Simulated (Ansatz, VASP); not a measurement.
**Two plane-wave programs on ZrTiSe3**

```xyz
5
Lattice="5.0381 0.0000 0.0000 -2.5190 4.3631 0.0000 0.0000 0.0000 5.0639" Properties=species:S:1:pos:R:3 pbc="T T T"
Zr    0.0000    0.0000    2.5320
Ti    0.0000    0.0000    0.0000
Se    2.5190    0.0000    2.5320
Se   -1.2595    2.1816    2.5320
Se    1.2595    2.1816    2.5320
```

Alike in both runs: task single point; functional PBE; k mesh 6 × 6 × 4; occupations gaussian, width 0.1 eV; collinear spin.

|  | VASP | Ansatz |
| --- | --- | --- |
| version | VASP 6.6.1 | Ansatz 0.2.0 |
| potentials or method | VASP PAW PBE potentials, release 64 (Zr_sv, Ti_sv, Se) | scalar-relativistic, plane waves, PAW |
| plane-wave cutoff (eV) | 520 | 420 |
| valence electrons in the cell | 42 | 72 |

|  | VASP | Ansatz | Ansatz less VASP |
| --- | --- | --- | --- |
| gap on the k mesh at the Fermi level (eV) | none | none | - |
| pressure (GPa) | 27.6 | 28.8 | +1.19 |
| largest component of the traceless stress (GPa) | 27.20 | 23.89 | -3.301 |
| net moment per atom (μB) | 0.00 | 0.45 | +0.449 |
| size of the moment on the site where the two differ most (μB) | 0.00 | 1.36 | +1.361 |

The net moments differ so much that the two runs ended in different magnetic states, which moves the other rows too. Site moments also hang on the region over which each program counts them. A gap of «none» marks a metal or a gap that the smearing closes. The two sets of potentials don't hold the same shells in valence.

Caveats: so large a pressure means that the cell lies far from this level's equilibrium, or that cutoff or potentials fall short (VASP).
